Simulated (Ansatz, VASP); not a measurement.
## Cross-check of Al14Ga12N12O21 (amorphous Al2O3 against GaN(10-10), 7.7 A) between VASP and Ansatz

Aim: how closely do two programs agree when they are given the same cell, functional and k mesh? Of the first pair: The structure shown is the start of the Ansatz relaxation below; VASP solves that cell, so the two are compared at the walk's first step.

Main program and level: Ansatz 0.2.0; plane waves, with VASP 6.6.1 beside it; single point at PBE.

### Step 1. The starting structure

The cell holds 118 atoms: 24 Ga, 24 N, 28 Al and 42 O. Cell: a = 10.460 Å, b = 9.630 Å, c = 13.566 Å, α = 90.0°, β = 90.0°, γ = 90.0°. It derives from GaN (4 planes of wurtzite GaN(10-10)). A slab of 4 planes of wurtzite GaN(10-10) (starting lattice constant a = 3.21 A, c = 5.23 A), 10.46 x 9.63 A in plane. 70 atoms (28 Al, 42 O) packed at random between the slab and its periodic image at 3.05 g/cm^3 (a layer of 7.7 A) and pushed apart as soft spheres. Langevin MD at fixed cell with the MACE-MP-0b2 small potential (Batatia et al., arXiv:2401.00096), steps of 1.5 fs: 0.63 ps at 3000 K with the crystal held, 3000 to 1000 K in 1.8 ps with the crystal held, 1000 to 300 K in 0.9 ps with its inner planes held; soft walls kept the melt out of the crystal while it was held. Then all atoms and the cell's height relaxed. The structure's axis is c.

### Step 2. Ansatz: relaxation, PBE

Ansatz runs on its default PAW (the set named soft_2) files.

The two programs are compared at the cell with which this relaxation starts, whose forces are those of its first step.

The input, input.yaml:

```yaml
crystal:
  lattice:
    - [10.46, 0.0, 0.0]
    - [0.0, 9.63, 0.0]
    - [0.0, 0.0, 13.56618]
  atoms:
    - { symbol: Ga, position: [0.00428, 0.03696, 0.34817] }
    - { symbol: "N", position: [0.0755, 0.0276, 0.10071] }
    - { symbol: Ga, position: [0.25184, 0.01469, 0.09142] }
    - { symbol: "N", position: [0.31363, 0.02867, 0.37042] }
    - { symbol: Ga, position: [0.00201, 0.19302, 0.14996] }
    - { symbol: "N", position: [0.06512, 0.20215, 0.28578] }
    - { symbol: Ga, position: [0.25292, 0.19772, 0.29682] }
    - { symbol: "N", position: [0.31562, 0.18653, 0.15755] }
    - { symbol: Ga, position: [0.00391, 0.3608, 0.35864] }
    - { symbol: "N", position: [0.06475, 0.36763, 0.09212] }
    - { symbol: Ga, position: [0.25126, 0.35924, 0.09848] }
    - { symbol: "N", position: [0.32366, 0.36094, 0.34998] }
    - { symbol: Ga, position: [0.00092, 0.52983, 0.16723] }
    - { symbol: "N", position: [0.06612, 0.53655, 0.3047] }
    - { symbol: Ga, position: [0.25606, 0.52819, 0.30474] }
    - { symbol: "N", position: [0.31676, 0.52992, 0.16034] }
    - { symbol: Ga, position: [0.99514, 0.70468, 0.37057] }
    - { symbol: "N", position: [0.06087, 0.69503, 0.09937] }
    - { symbol: Ga, position: [0.24205, 0.69496, 0.11065] }
    - { symbol: "N", position: [0.32183, 0.69734, 0.37348] }
    - { symbol: Ga, position: [0.00357, 0.8694, 0.1611] }
    - { symbol: "N", position: [0.06785, 0.86319, 0.30167] }
    - { symbol: Ga, position: [0.25483, 0.86219, 0.30414] }
    - { symbol: "N", position: [0.31611, 0.85607, 0.16886] }
    - { symbol: Ga, position: [0.50108, 0.04416, 0.353] }
    - { symbol: "N", position: [0.55791, 0.02898, 0.09125] }
    - { symbol: Ga, position: [0.75031, 0.03104, 0.09752] }
    - { symbol: "N", position: [0.80992, 0.03878, 0.34888] }
    - { symbol: Ga, position: [0.50097, 0.19996, 0.15367] }
    - { symbol: "N", position: [0.5669, 0.20827, 0.28972] }
    - { symbol: Ga, position: [0.75251, 0.21183, 0.29063] }
    - { symbol: "N", position: [0.81128, 0.20626, 0.15513] }
    - { symbol: Ga, position: [0.49909, 0.37577, 0.35173] }
    - { symbol: "N", position: [0.55719, 0.36371, 0.07063] }
    - { symbol: Ga, position: [0.74479, 0.36732, 0.08732] }
    - { symbol: "N", position: [0.81522, 0.37392, 0.36537] }
    - { symbol: Ga, position: [0.50473, 0.5351, 0.14581] }
    - { symbol: "N", position: [0.56666, 0.5423, 0.2873] }
    - { symbol: Ga, position: [0.75504, 0.54205, 0.29642] }
    - { symbol: "N", position: [0.81315, 0.53026, 0.15907] }
    - { symbol: Ga, position: [0.5115, 0.70292, 0.36645] }
    - { symbol: "N", position: [0.57617, 0.70414, 0.07782] }
    - { symbol: Ga, position: [0.76579, 0.70218, 0.09323] }
    - { symbol: "N", position: [0.81604, 0.70323, 0.36497] }
    - { symbol: Ga, position: [0.50273, 0.8619, 0.15713] }
    - { symbol: "N", position: [0.56325, 0.86973, 0.2976] }
    - { symbol: Ga, position: [0.7515, 0.86257, 0.29882] }
    - { symbol: "N", position: [0.8154, 0.86439, 0.16525] }
    - { symbol: Al, position: [0.28506, 0.80958, 0.8823] }
    - { symbol: Al, position: [0.48398, 0.54744, 0.80542] }
    - { symbol: Al, position: [0.00195, 0.07064, 0.76221] }
    - { symbol: Al, position: [0.81825, 0.07513, 0.47897] }
    - { symbol: Al, position: [0.08781, 0.48082, 0.56002] }
    - { symbol: Al, position: [0.23594, 0.25601, 0.86093] }
    - { symbol: Al, position: [0.49408, 0.30106, 0.94354] }
    - { symbol: Al, position: [0.07396, 0.4582, 0.78132] }
    - { symbol: Al, position: [0.07366, 0.20007, 0.56765] }
    - { symbol: Al, position: [0.56138, 0.72994, 0.94172] }
    - { symbol: Al, position: [0.85842, 0.55134, 0.6591] }
    - { symbol: Al, position: [0.00247, 0.38658, 0.96657] }
    - { symbol: Al, position: [0.77952, 0.11518, 0.66767] }
    - { symbol: Al, position: [0.76957, 0.4042, 0.49921] }
    - { symbol: Al, position: [0.69984, 0.80227, 0.5886] }
    - { symbol: Al, position: [0.73317, 0.0273, 0.89187] }
    - { symbol: Al, position: [0.79552, 0.54029, 0.88551] }
    - { symbol: Al, position: [0.02067, 0.70536, 0.96342] }
    - { symbol: Al, position: [0.55568, 0.55297, 0.57844] }
    - { symbol: Al, position: [0.4936, 0.02699, 0.95373] }
    - { symbol: Al, position: [0.33746, 0.02927, 0.50826] }
    - { symbol: Al, position: [0.01594, 0.76927, 0.6298] }
    - { symbol: Al, position: [0.30461, 0.42896, 0.66009] }
    - { symbol: Al, position: [0.47692, 0.19954, 0.74919] }
    - { symbol: Al, position: [0.23222, 0.99353, 0.69989] }
    - { symbol: Al, position: [0.43727, 0.85526, 0.67665] }
    - { symbol: Al, position: [0.55999, 0.23653, 0.56611] }
    - { symbol: Al, position: [0.26005, 0.70746, 0.50126] }
    - { symbol: O, position: [0.35202, 0.926, 0.97455] }
    - { symbol: O, position: [0.83125, 0.04088, 0.78602] }
    - { symbol: O, position: [0.8395, 0.00472, 0.98514] }
    - { symbol: O, position: [0.87792, 0.48374, 0.77856] }
    - { symbol: O, position: [0.49761, 0.09782, 0.4931] }
    - { symbol: O, position: [0.25779, 0.42543, 0.78965] }
    - { symbol: O, position: [0.25533, 0.54056, 0.55613] }
    - { symbol: O, position: [0.09421, 0.3342, 0.47419] }
    - { symbol: O, position: [0.0521, 0.59893, 0.68024] }
    - { symbol: O, position: [0.39793, 0.15283, 0.86668] }
    - { symbol: O, position: [0.05636, 0.54311, 0.90744] }
    - { symbol: O, position: [0.41002, 0.03707, 0.68958] }
    - { symbol: O, position: [0.06281, 0.91856, 0.69257] }
    - { symbol: O, position: [0.12672, 0.8185, 0.91272] }
    - { symbol: O, position: [0.94428, 0.17273, 0.65905] }
    - { symbol: O, position: [0.16839, 0.10353, 0.7926] }
    - { symbol: O, position: [0.83044, 0.39643, 0.96611] }
    - { symbol: O, position: [0.61887, 0.16109, 0.9243] }
    - { symbol: O, position: [0.34621, 0.84872, 0.55766] }
    - { symbol: O, position: [0.41887, 0.29521, 0.63825] }
    - { symbol: O, position: [0.40958, 0.67377, 0.88911] }
    - { symbol: O, position: [0.12824, 0.35148, 0.65278] }
    - { symbol: O, position: [0.44247, 0.56271, 0.67757] }
    - { symbol: O, position: [0.84815, 0.73309, 0.63005] }
    - { symbol: O, position: [0.05999, 0.29271, 0.86536] }
    - { symbol: O, position: [0.21072, 0.08925, 0.58196] }
    - { symbol: O, position: [0.60007, 0.89954, 0.89817] }
    - { symbol: O, position: [0.59253, 0.70016, 0.50091] }
    - { symbol: O, position: [0.58959, 0.79244, 0.68349] }
    - { symbol: O, position: [0.75665, 0.97351, 0.57541] }
    - { symbol: O, position: [0.29916, 0.83035, 0.75261] }
    - { symbol: O, position: [0.8469, 0.68802, 0.9608] }
    - { symbol: O, position: [0.91648, 0.48244, 0.54381] }
    - { symbol: O, position: [0.70495, 0.49181, 0.61702] }
    - { symbol: O, position: [0.56513, 0.4026, 0.48836] }
    - { symbol: O, position: [0.98673, 0.08446, 0.48251] }
    - { symbol: O, position: [0.63599, 0.59722, 0.86693] }
    - { symbol: O, position: [0.74227, 0.22459, 0.53211] }
    - { symbol: O, position: [0.31578, 0.32952, 0.97306] }
    - { symbol: O, position: [0.08647, 0.73367, 0.5077] }
    - { symbol: O, position: [0.51036, 0.37047, 0.8227] }
    - { symbol: O, position: [0.62714, 0.18222, 0.6893] }
kpoints:
  mp_grid: { grid: [1, 1, 1] }
hamiltonian:
  xc: pbe
scf:
  occupations: { method: fermi_dirac, width: 0.025 }
output:
  forces: true
relax:
  f_tol: 0.08
  max_steps: 90
  cell: { fix: [a, b, alpha, beta, gamma] }
```

The run is started by

```sh
$ ansatz run input.yaml --threads 4 --pin off --max-ram 8192MiB --backend cpu --events-out ev --progress --plain --runs-dir out
```

Numbers of over 12 decimals in the logs are rounded to 6 here.

Log:

```text
Engine: ansatz 0.2.0, aarch64-unknown-linux-gnu
Pseudopotentials: kind: paw
Pseudopotential: Ga, paw, valence charge 13, recommended cutoff 420 eV (normal), Ga.paw.azcp
Pseudopotential: N, paw, valence charge 5, recommended cutoff 420 eV (normal), N.paw.azcp
Pseudopotential: Al, paw, valence charge 3, recommended cutoff 420 eV (normal), Al.paw.azcp
Pseudopotential: O, paw, valence charge 6, recommended cutoff 420 eV (normal), O.paw.azcp
Functional definition: PBE
  parameter kappa = 0.804
  parameter beta = 0.066725
  exchange = pbe_x(kappa = kappa, mu = beta*pi^2/3)
  correlation = pbe_c(beta = beta)
Crystal: 118 atoms, lattice volume = 1366.519 Å³
Basis set: ecut = 420 eV, 26739 PW (Γ), exchange–correlation on 144×144×192 points (8 copies of the dense FFT grid, shifted against one another)
Bands: 502, of which v1, the nominal top of the filled ones, is band 384 counted from 1 (383 counted from 0)
Symmetry: 1 space group operations
Space group: P1 (ITA 1), of the structure as read, at distance tolerance 1.1e-4 Å
k-points: 1
Non-local potential: Ga, projectors of the file, l = 0: 2, l = 1: 2, l = 2: 3, l = 3: 1
Non-local potential: N, projectors of the file, l = 0: 2, l = 1: 2, l = 2: 1
Non-local potential: Al, projectors of the file, l = 0: 2, l = 1: 2, l = 2: 1
Non-local potential: O, projectors of the file, l = 0: 2, l = 1: 2, l = 2: 1
PAW form: soft (Blöchl's): semilocal exchange-correlation on the pseudo side does not see the compensation charge
PAW one-centre angular grid: Ga, 590 points (default); XC on 64 Gauss nodes
PAW one-centre angular grid: N, 110 points (default); XC on 64 Gauss nodes
PAW one-centre angular grid: Al, 110 points (default); XC on 64 Gauss nodes
PAW one-centre angular grid: O, 110 points (default); XC on 64 Gauss nodes
Initial density: superposition of atomic densities (neutral atoms: chi_scale 0, normalization atom), corrected by the library's trained network
Initial wavefunctions: pseudopotential atomic-orbital guess
Functional: x = pbe(κ = 0.804, μ = 0.219515), c = pbe(β = 0.066725)
SCF iter   1: F=—  HF=-138993.064290 eV  |F-HF|=—  |Δ(HF+E_count)|=         —  Δρ=3.29e-3  dr2=1.75e-1  ethr=1.77e-3  ⟨swp⟩=6.0  Hψ=1988  notcnv=0  defer=92
preconditioner: auto → Resta (q_TF=auto, 2.478 Å⁻¹)  ε∞=4.0  [insulator: Δε(μ)=1.303 eV  Ē_g=15.995 eV  σ=0.025 eV  W_gap=1.00  n_scr=356 (ndim 8)  ℏωp=27.8 eV  f_vac=0.048  D(μ)=0.00/eV (n_scr^D=0)  ε∞_Penn≈4.0]
SCF iter   2: F=—  HF=-138993.051291 eV  |F-HF|=—  |Δ(HF+E_count)|=   1.30e-2  Δρ=1.77e-3  dr2=3.46e-2  ethr=2.28e-5  ⟨swp⟩=2.0  Hψ=970  notcnv=0  defer=110
SCF iter   3: F=—  HF=-138993.052384 eV  |F-HF|=—  |Δ(HF+E_count)|=   1.09e-3  Δρ=7.32e-4  dr2=1.05e-2  ethr=4.50e-6  ⟨swp⟩=2.0  Hψ=719  notcnv=0  defer=110
SCF iter   4: F=—  HF=-138993.052614 eV  |F-HF|=—  |Δ(HF+E_count)|=   2.30e-4  Δρ=2.20e-4  dr2=8.28e-4  ethr=1.36e-6  ⟨swp⟩=2.0  Hψ=715  notcnv=0  defer=110
SCF iter   5: F=—  HF=-138993.052799 eV  |F-HF|=—  |Δ(HF+E_count)|=   1.85e-4  Δρ=1.35e-4  dr2=2.50e-4  ethr=1.08e-7  ⟨swp⟩=2.0  Hψ=750  notcnv=0  defer=110
SCF iter   6: F=—  HF=-138993.052834 eV  |F-HF|=—  |Δ(HF+E_count)|=   3.55e-5  Δρ=3.50e-5  dr2=1.80e-5  ethr=3.26e-8  ⟨swp⟩=2.0  Hψ=749  notcnv=0  defer=110
SCF iter   7: F=—  HF=-138993.054570 eV  |F-HF|=—  |Δ(HF+E_count)|=   1.74e-3  Δρ=2.26e-5  dr2=7.44e-6  ethr=2.34e-9  ⟨swp⟩=2.0  Hψ=886  notcnv=0  defer=110
SCF iter   8: F=—  HF=-138993.054571 eV  |F-HF|=—  |Δ(HF+E_count)|=   1.25e-6  Δρ=7.00e-6  dr2=7.32e-7  ethr=9.69e-10  ⟨swp⟩=2.0  Hψ=746  notcnv=0  defer=110
SCF iter   9: F=—  HF=-138993.054572 eV  |F-HF|=—  |Δ(HF+E_count)|=   6.32e-7  Δρ=4.04e-6  dr2=2.42e-7  ethr=9.53e-11  ⟨swp⟩=2.0  Hψ=750  notcnv=0  defer=110
SCF iter  10: F=-138993.054572 eV  HF=-138993.054572 eV  |F-HF|=7.42e-9  |Δ(HF+E_count)|=   3.20e-8  Δρ=1.52e-6  dr2=3.63e-8  ethr=1.30e-11  ⟨swp⟩=4.0  Hψ=1446  notcnv=0
SCF 1 converged in 10 iterations: F = -138993.054572 eV  dr2 = 3.63e-8
  greatest PAW one-centre occupation: 0.996 electrons in one spin orbital (limit 2), on the Ga atom at site 2 (counted from 0), in its partial waves of l = 2
relax step   1: F+E_penalty+E_count = -138993.05457212 eV  Δ(F+E_penalty+E_count) = +0.000e0 eV  max|allowed force component| = 6.569e-1 eV/Å  Δτ_max = 0.0000 Å  P = +2.059 GPa  Ω = 1366.519 Å³  fix = [a, b, alpha, beta, gamma]  reactions: a +0.720, b +2.844 GPa; alpha +2.035, beta +0.599, gamma -0.032 GPa/rad  (10 SCF iters, dr2 threshold 1.00e-7 eV, accepted)
Crystal: 118 atoms, lattice volume = 1375.499 Å³
Basis set: ecut = 420 eV, 26903 PW (Γ), exchange–correlation on 144×144×192 points (8 copies of the dense FFT grid, shifted against one another)
Initial density: handed on by an earlier stage of this run
Initial wavefunctions: those handed on with the density
iter 1 solved again at ethr=3.75e-5 eV; its pass at ethr=3.10e-3 eV (dr2=2.88e-1 eV) is discarded
[...]
- { symbol: N, position: [0.324243, 0.363165, 0.350143] }
    - { symbol: Ga, position: [0.0022755, 0.530192, 0.166305] }
    - { symbol: N, position: [0.068873, 0.538474, 0.301931] }
    - { symbol: Ga, position: [0.257546, 0.528113, 0.303455] }
    - { symbol: N, position: [0.319800, 0.529936, 0.155671] }
    - { symbol: Ga, position: [0.996485, 0.705717, 0.366605] }
    - { symbol: N, position: [0.063426, 0.697707, 0.098735] }
    - { symbol: Ga, position: [0.242271, 0.696849, 0.118839] }
    - { symbol: N, position: [0.321035, 0.696326, 0.373165] }
    - { symbol: Ga, position: [0.00371806, 0.872930, 0.160449] }
    - { symbol: N, position: [0.069497, 0.866085, 0.301731] }
    - { symbol: Ga, position: [0.256318, 0.866080, 0.306488] }
    - { symbol: N, position: [0.321141, 0.856312, 0.171732] }
    - { symbol: Ga, position: [0.502343, 0.046390, 0.352746] }
    - { symbol: N, position: [0.559947, 0.030620, 0.091042] }
    - { symbol: Ga, position: [0.752869, 0.033078, 0.095972] }
    - { symbol: N, position: [0.812709, 0.040669, 0.348615] }
    - { symbol: Ga, position: [0.503793, 0.200688, 0.154348] }
    - { symbol: N, position: [0.570264, 0.209339, 0.289237] }
    - { symbol: Ga, position: [0.756259, 0.212784, 0.289543] }
    - { symbol: N, position: [0.816556, 0.206042, 0.155080] }
    - { symbol: Ga, position: [0.500194, 0.376387, 0.349636] }
    - { symbol: N, position: [0.561760, 0.365448, 0.073298] }
    - { symbol: Ga, position: [0.748719, 0.367888, 0.089914] }
    - { symbol: N, position: [0.816081, 0.375194, 0.366514] }
    - { symbol: Ga, position: [0.507906, 0.535622, 0.146295] }
    - { symbol: N, position: [0.569136, 0.543510, 0.287378] }
    - { symbol: Ga, position: [0.757893, 0.544680, 0.298423] }
    - { symbol: N, position: [0.814942, 0.532170, 0.160839] }
    - { symbol: Ga, position: [0.510679, 0.702983, 0.365520] }
    - { symbol: N, position: [0.576078, 0.704708, 0.079430] }
    - { symbol: Ga, position: [0.764992, 0.702808, 0.095008] }
    - { symbol: N, position: [0.817090, 0.705191, 0.367904] }
    - { symbol: Ga, position: [0.508141, 0.864379, 0.159512] }
    - { symbol: N, position: [0.566710, 0.871234, 0.300415] }
    - { symbol: Ga, position: [0.755506, 0.864198, 0.299250] }
    - { symbol: N, position: [0.816177, 0.866599, 0.164091] }
    - { symbol: Al, position: [0.283238, 0.814897, 0.881397] }
    - { symbol: Al, position: [0.482256, 0.549221, 0.806141] }
    - { symbol: Al, position: [-0.00151752, 0.060406, 0.758922] }
    - { symbol: Al, position: [0.820354, 0.071843, 0.478978] }
    - { symbol: Al, position: [0.085845, 0.481158, 0.563904] }
    - { symbol: Al, position: [0.236203, 0.253615, 0.859048] }
    - { symbol: Al, position: [0.495544, 0.304996, 0.943445] }
    - { symbol: Al, position: [0.074246, 0.459658, 0.782973] }
    - { symbol: Al, position: [0.072036, 0.200791, 0.567855] }
    - { symbol: Al, position: [0.559297, 0.729700, 0.943120] }
    - { symbol: Al, position: [0.852130, 0.548321, 0.661134] }
    - { symbol: Al, position: [0.00262088, 0.387114, 0.966790] }
    - { symbol: Al, position: [0.777699, 0.110852, 0.665431] }
    - { symbol: Al, position: [0.769081, 0.400476, 0.500522] }
    - { symbol: Al, position: [0.696475, 0.797650, 0.586466] }
    - { symbol: Al, position: [0.729371, 0.028251, 0.889196] }
    - { symbol: Al, position: [0.796068, 0.542945, 0.887472] }
    - { symbol: Al, position: [0.020582, 0.706832, 0.964266] }
    - { symbol: Al, position: [0.550841, 0.546357, 0.577980] }
    - { symbol: Al, position: [0.491399, 0.026838, 0.954641] }
    - { symbol: Al, position: [0.339048, 0.030060, 0.510590] }
    - { symbol: Al, position: [0.014441, 0.763555, 0.627405] }
    - { symbol: Al, position: [0.303040, 0.428398, 0.661527] }
    - { symbol: Al, position: [0.475387, 0.199327, 0.747396] }
    - { symbol: Al, position: [0.230872, 0.994643, 0.698035] }
    - { symbol: Al, position: [0.435596, 0.854949, 0.674065] }
    - { symbol: Al, position: [0.560102, 0.233890, 0.566376] }
    - { symbol: Al, position: [0.258605, 0.702995, 0.500363] }
    - { symbol: O, position: [0.345864, 0.932483, 0.975105] }
    - { symbol: O, position: [0.826839, 0.034252, 0.782717] }
    - { symbol: O, position: [0.836947, 0.013870, 0.980897] }
    - { symbol: O, position: [0.874926, 0.487050, 0.780001] }
    - { symbol: O, position: [0.501244, 0.093501, 0.493364] }
    - { symbol: O, position: [0.257697, 0.426422, 0.789779] }
    - { symbol: O, position: [0.256164, 0.538564, 0.558022] }
    - { symbol: O, position: [0.091085, 0.337714, 0.476541] }
    - { symbol: O, position: [0.052965, 0.597143, 0.680837] }
    - { symbol: O, position: [0.393030, 0.149743, 0.859327] }
    - { symbol: O, position: [0.052533, 0.544811, 0.907443] }
    - { symbol: O, position: [0.408020, 0.037943, 0.681958] }
    - { symbol: O, position: [0.062220, 0.913247, 0.688536] }
    - { symbol: O, position: [0.122975, 0.816058, 0.906033] }
    - { symbol: O, position: [0.943398, 0.167995, 0.659141] }
    - { symbol: O, position: [0.162751, 0.101026, 0.790118] }
    - { symbol: O, position: [0.830380, 0.398210, 0.966903] }
    - { symbol: O, position: [0.612399, 0.161136, 0.921117] }
    - { symbol: O, position: [0.341441, 0.846218, 0.557034] }
    - { symbol: O, position: [0.420278, 0.297423, 0.637702] }
    - { symbol: O, position: [0.406926, 0.675877, 0.890398] }
    - { symbol: O, position: [0.128147, 0.350206, 0.654229] }
    - { symbol: O, position: [0.442189, 0.563847, 0.679120] }
    - { symbol: O, position: [0.845798, 0.729074, 0.629265] }
[...]
- { symbol: O, position: [0.566227, 0.397580, 0.487780] }
    - { symbol: O, position: [0.988745, 0.079454, 0.484022] }
    - { symbol: O, position: [0.635311, 0.599660, 0.868518] }
    - { symbol: O, position: [0.744463, 0.220899, 0.534427] }
    - { symbol: O, position: [0.319407, 0.326247, 0.971040] }
    - { symbol: O, position: [0.083287, 0.721850, 0.505930] }
    - { symbol: O, position: [0.511339, 0.372305, 0.823504] }
    - { symbol: O, position: [0.625855, 0.179829, 0.688152] }
```

(Part 1 of 2 ends here.)

[Lines on the potential files, build, host, timing and source positions are cut from VASP's logs without a mark.]

[Logs are printed without paths, hosts, clocks, repeated set-up lines and the standing remarks that a program may print on its own settings, such as how far it seeks lower states.]

[Hosts, paths, dates, database ids (printed as entryN), source tags and the programs' standing remarks are cut or masked in the printed files.]
